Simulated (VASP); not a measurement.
All values below come from vdW-DF-cx, VASP's PBE PAW potentials (set 64) (plane waves; VASP 6.6.1).

VASP input:

**INCAR**
```
AGGAC = 0.0
ALGO = Normal
EDIFF = 1E-7
ENCUT = 520
GGA = CX
ISIF = 2
ISMEAR = -5
LASPH = .TRUE.
LCHARG = .TRUE.
LORBIT = 11
LREAL = .FALSE.
LUSE_VDW = .TRUE.
LWAVE = .FALSE.
NEDOS = 601
NELM = 100
PREC = Accurate
SYSTEM = KF
```

### KPOINTS
```
Regular mesh
0
gamma
10 10 10
0 0 0
```

**POSCAR**
```
KF
2.6750
  0.0000000000   1.0000000000   1.0000000000
  1.0000000000   0.0000000000   1.0000000000
  1.0000000000   1.0000000000   0.0000000000
K F
1 1
Cart
  0.0000000000   0.0000000000   0.0000000000
  1.0000000000   1.0000000000   1.0000000000
```

POTCAR, in this order: K_sv F (PBE.64 set). Program: vasp_std.

Q: Estimate the energy per atom (σ→0), band gap (on the k-mesh).

A: 
```yaml
energy per atom (σ→0): -202.9 kJ/mol of atoms
band gap (on the k-mesh): 6.37 eV
```

**OSZICAR**
```
...
DAV:   9    -0.420367968094E+01   -0.30497E-02   -0.87872E-03  1400   0.788E-01    0.148E-01
DAV:  10    -0.420479607126E+01   -0.11164E-02   -0.15203E-03  1188   0.397E-01    0.841E-02
DAV:  11    -0.420514631982E+01   -0.35025E-03   -0.81860E-04  1172   0.242E-01    0.180E-02
DAV:  12    -0.420514809392E+01   -0.17741E-05   -0.54703E-05  1412   0.729E-02    0.654E-03
DAV:  13    -0.420515226438E+01   -0.41705E-05   -0.13019E-05  1188   0.356E-02    0.339E-03
DAV:  14    -0.420515241578E+01   -0.15141E-06   -0.48239E-07  1500   0.778E-03    0.974E-04
DAV:  15    -0.420515248519E+01   -0.69410E-07   -0.77480E-08   888   0.272E-03
   1 F= -.42051525E+01 E0= -.42051525E+01  d E =0.000000E+00
```

The compound is KF in the rock salt structure. The cell was not relaxed at this level.
